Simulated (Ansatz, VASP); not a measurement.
Two plane-wave programs on Ir12CO

```
Ir C O
1.0
     5.47394    0.00000    0.00000
    -2.73697    4.74057    0.00000
     0.00000    0.00000   22.34286
Ir C O
12 1 1
Direct
  0.33333 0.16667 0.17903
  0.33333 0.66667 0.17903
  0.83333 0.16667 0.17903
  0.83333 0.66667 0.17903
  0.16667 0.33333 0.27622
  0.16667 0.83333 0.27622
  0.66667 0.33333 0.27622
  0.66667 0.83333 0.27622
  0.00000 0.00000 0.37340
  0.00000 0.50000 0.37340
  0.50000 0.00000 0.37340
  0.50000 0.50000 0.37340
  0.00000 0.00000 0.48887
  0.00000 0.00000 0.54079
```

Alike in both runs: task single point; functional PBE; k mesh 6 × 6 × 1; occupations gaussian, width 0.1 eV; no spin polarisation.

|  | VASP | Ansatz |
| --- | --- | --- |
| version | VASP 6.6.1 | Ansatz 0.2.0 |
| potentials or method | VASP PAW PBE potentials, release 64 (Ir, C, O) | scalar-relativistic, plane waves, PAW |
| plane-wave cutoff (eV) | 520 | 420 |
| valence electrons in the cell | 118 | 214 |

Ansatz gave:

- gap on the k mesh at the Fermi level (eV): none
- rms of the force components (eV/Å): 0.458

Question: Which values does VASP return?

Answer: gap on the k mesh at the Fermi level (eV): none; rms of the force components (eV/Å): 0.359.

Atom by atom the forces differ by 0.172 eV/Å (rms over components). A gap of «none» marks a metal or a gap that the smearing closes. The two sets of potentials don't hold the same shells in valence.

Caveats: the standard files for N, O and F lose accuracy on very short bonds. Spin-orbit coupling is left out, which matters for the levels of Ir.
